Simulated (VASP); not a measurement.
These are revPBE GGA, VASP's PBE PAW potentials (set 64) (plane waves; VASP 6.6.1) values and carry that method's errors.

A VASP calculation is set up with these files.

**POSCAR**
```
La
1
    1.9387752370    -3.3580574531     0.0000000000
    1.9387752370     3.3580574531     0.0000000000
    0.0000000000     0.0000000000    12.5510729473
La
4
Direct
  1.0000000000   0.0000000000   0.5000000000
  1.0000000000   0.0000000000   1.0000000000
  0.3333330000   0.6666670000   0.2500000000
  0.6666670000   0.3333330000   0.7500000000
```

**KPOINTS**
```
Automatic mesh
0
Gamma
9 9 3
```

**INCAR**
```
# general
SYSTEM  = La
PREC    = Accurate
ENCUT   = 520
LREAL   = .False.   # projection in real space or not
LASPH   = .True.

# electronic loop
EDIFF   = 1E-7   # SCF stop (eV)
NELM    = 100
ALGO    = Normal   # blocked Davidson
LMAXMIX = 6   # l cut-off of mixed one-centre charges

# smearing
ISMEAR  = 1
SIGMA   = 0.1

# functional
GGA     = RE

# ions
IBRION  = 2
NSW     = 30
ISIF    = 4   # ions and shape, fixed volume
EDIFFG  = -0.01

# output
LWAVE   = .False.
LCHARG  = .False.
```

POTCAR, in this order: La (PBE.64 set). Program: vasp_std.

Output of the run:

File OSZICAR:
```
       N       E                     dE             d eps       ncg     rms          rms(c)
DAV:   1     0.575265243131E+03    0.57527E+03   -0.14996E+04  1248   0.225E+03
DAV:   2     0.119362831125E+03   -0.45590E+03   -0.45028E+03  1936   0.437E+02
DAV:   3    -0.176034151450E+01   -0.12112E+03   -0.12017E+03  2200   0.268E+02
DAV:   4    -0.160585835194E+02   -0.14298E+02   -0.14115E+02  2304   0.949E+01
DAV:   5    -0.179949480702E+02   -0.19364E+01   -0.18732E+01  2456   0.337E+01    0.447E+00
DAV:   6    -0.182759709744E+02   -0.28102E+00   -0.26168E+00  2448   0.113E+01    0.233E+00
DAV:   7    -0.183660197243E+02   -0.90049E-01   -0.54480E-01  2336   0.533E+00    0.770E-01
DAV:   8    -0.183884595316E+02   -0.22440E-01   -0.80442E-02  2464   0.199E+00    0.550E-01
DAV:   9    -0.183938466411E+02   -0.53871E-02   -0.11307E-02  2320   0.588E-01    0.460E-01
DAV:  10    -0.183966531279E+02   -0.28065E-02   -0.15535E-02  1960   0.144E+00    0.310E-01
DAV:  11    -0.183953375802E+02    0.13155E-02   -0.38434E-03  1992   0.675E-01    0.683E-02
DAV:  12    -0.183952792584E+02    0.58322E-04   -0.54510E-04  2328   0.198E-01    0.149E-02
DAV:  13    -0.183952910050E+02   -0.11747E-04   -0.99310E-05  2336   0.681E-02    0.720E-03
DAV:  14    -0.183952917759E+02   -0.77091E-06   -0.12760E-05  2264   0.293E-02    0.683E-03
DAV:  15    -0.183952916515E+02    0.12438E-06   -0.13687E-06  2096   0.117E-02    0.523E-03
DAV:  16    -0.183952910142E+02    0.63727E-06   -0.64659E-07  1704   0.110E-02    0.592E-04
DAV:  17    -0.183952907992E+02    0.21504E-06    0.85431E-08  1248   0.654E-03    0.142E-04
DAV:  18    -0.183952907306E+02    0.68552E-07    0.50717E-08  1208   0.479E-03
   1 F= -.18395291E+02 E0= -.18395292E+02  d E =-.183953E+02
       N       E                     dE             d eps       ncg     rms          rms(c)
DAV:   1    -0.183981629037E+02   -0.28721E-02   -0.22148E-01  1806   0.850E+00    0.224E-01
DAV:   2    -0.183965775476E+02    0.15854E-02   -0.62562E-03  2152   0.974E-01    0.124E-01
DAV:   3    -0.183959403632E+02    0.63718E-03   -0.37086E-03  2248   0.641E-01    0.366E-02
DAV:   4    -0.183959335936E+02    0.67696E-05   -0.19524E-04  2152   0.135E-01    0.233E-02
DAV:   5    -0.183959333812E+02    0.21238E-06   -0.15450E-05  2288   0.329E-02    0.108E-02
DAV:   6    -0.183959332598E+02    0.12139E-06   -0.60008E-06  2192   0.184E-02    0.156E-03
DAV:   7    -0.183959333289E+02   -0.69115E-07   -0.68351E-07  1640   0.727E-03
   2 F= -.18395933E+02 E0= -.18395821E+02  d E =-.642598E-03
       N       E                     dE             d eps       ncg     rms          rms(c)
DAV:   1    -0.184018382009E+02   -0.59049E-02   -0.56566E-01  1762   0.136E+01    0.357E-01
DAV:   2    -0.183978511294E+02    0.39871E-02   -0.15996E-02  2148   0.156E+00    0.198E-01
DAV:   3    -0.183962351217E+02    0.16160E-02   -0.93987E-03  2232   0.103E+00    0.583E-02
DAV:   4    -0.183962178845E+02    0.17237E-04   -0.49000E-04  2160   0.216E-01    0.370E-02
DAV:   5    -0.183962183516E+02   -0.46710E-06   -0.39502E-05  2312   0.515E-02    0.154E-02
DAV:   6    -0.183962178318E+02    0.51975E-06   -0.13849E-05  2216   0.284E-02    0.251E-03
DAV:   7    -0.183962180057E+02   -0.17392E-06   -0.16042E-06  1800   0.109E-02    0.266E-03
DAV:   8    -0.183962179489E+02    0.56807E-07   -0.17618E-07  1176   0.732E-03
   3 F= -.18396218E+02 E0= -.18395986E+02  d E =-.927218E-03
```

**OUTCAR**
```
------------------------ aborting loop because EDIFF is reached ----------------------------------------
  FORCE on cell =-STRESS in cart. coord.  units (eV):
  Direction    XX          YY          ZZ          XY          YZ          ZX
  --------------------------------------------------------------------------------------
  Total       -1.2748579     -1.2748580     -1.2362849      0.0000000     -0.0000000      0.0000000
  in kB      -12.4981552    -12.4981569    -12.1200025      0.0000000     -0.0000000      0.0000000
  external PRESSURE =     -12.3721049 kB  Pullay stress =       0.0000000 kB
  volume of cell :      163.43
      direct lattice vectors                 reciprocal lattice vectors
     1.945268842 -3.369304690  0.000000000     0.257033881 -0.148398571  0.000000000
     1.945268842  3.369304690  0.000000000     0.257033881  0.148398571  0.000000000
     0.000000000  0.000000000 12.467418069     0.000000000  0.000000000  0.080209069
 POSITION                                       TOTAL-FORCE (eV/Angst)
 -----------------------------------------------------------------------------------
      0.00000      0.00000      6.23371         0.000000      0.000000      0.000000
      0.00000      0.00000      0.00000         0.000000      0.000000      0.000000
      1.94527      1.12310      3.11685        -0.000000     -0.000000      0.000000
      1.94527     -1.12310      9.35056        -0.000000      0.000000      0.000000
 -----------------------------------------------------------------------------------
    total drift:                                0.000000     -0.000000      0.000000
  FREE ENERGIE OF THE ION-ELECTRON SYSTEM (eV)
  ---------------------------------------------------
  free  energy   TOTEN  =       -18.3962179489 eV

  energy  without entropy=      -18.3955225417  energy(sigma->0) =      -18.39598615

 reached required accuracy - stopping structural energy minimisation
```
(Selected blocks of OUTCAR.)

**CONTCAR**
```
La
   1.00000000000000
     1.9452688418784327   -3.3693046902735100    0.0000000000000000
     1.9452688418784327    3.3693046902735100    0.0000000000000000
     0.0000000000000000    0.0000000000000000   12.4674180690751655
  La
     4
Direct
     0.0000000000000000    0.0000000000000000    0.5000000000000000
     0.0000000000000000    0.0000000000000000    0.0000000000000000
     0.3333330000000032    0.6666669999999968    0.2500000000000000
     0.6666669999999968    0.3333330000000032    0.7500000000000000
```

The compound is La in the dhcp structure. This cell is one point of a volume scan, at 1.06 of the reference volume. Symmetry was kept, so distortions that lower it aren't found.
